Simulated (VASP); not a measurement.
Given:

```xyz
2
Lattice="2.8673 0.0000 0.0000 0.0000 2.8673 0.0000 0.0000 0.0000 2.8673" Properties=species:S:1:pos:R:3 pbc="T T T"
Al     1.4336     1.4336     1.4336
Fe     0.0000     0.0000     0.0000
```

Level of theory: PBE GGA, VASP's PBE PAW potentials (set 64) (plane waves; VASP). Numerical set-up: 400 eV cut-off, 14×14×14 Γ-centred mesh, tetrahedra with Blöchl corrections, potentials Al Fe.

### Question
What does the run give for the energy per atom (σ→0), band gap (on the k-mesh) with the smallest direct gap where there is one?

### Answer

The band gap (on the k-mesh) is none (metal, semimetal or under 0.01 eV). The energy per atom (σ→0) comes out as -6.307 eV/atom.

The compound is FeAl in the CsCl type structure. It was relaxed first. The run is not spin-polarised, so no magnetic state was tried. The electron count is odd and the run is not spin-polarised, which forces a metal.
